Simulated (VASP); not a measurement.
Here is the system:

```
CELL_PARAMETERS angstrom
      0.00000     2.77492     2.77492
      2.77492     0.00000     2.77492
      2.77492     2.77492     0.00000
ATOMIC_POSITIONS crystal
  Ag 0.00000 0.00000 0.00000
  Cl 0.50000 0.50000 0.50000
```

These are HSEsol screened hybrid, VASP's PBE PAW potentials (set 64) (plane waves; VASP 6.6.1) values and carry that method's errors. Run with 520 eV cut-off, 6×6×6 Γ-centred mesh, Gaussian smearing of 0.050 eV, potentials Ag Cl.

Give the stress tensor in GPa (positive for a compressed cell).

```
-1.96   0.00   0.00
 0.00  -1.96   0.00
 0.00   0.00  -1.96
```
The pressure is its mean diagonal, -1.96 GPa.

The compound is AgCl in the rock salt structure. This cell is one point of a volume scan, at 0.97 of the reference volume. The cell's shape comes from a PBE relaxation.
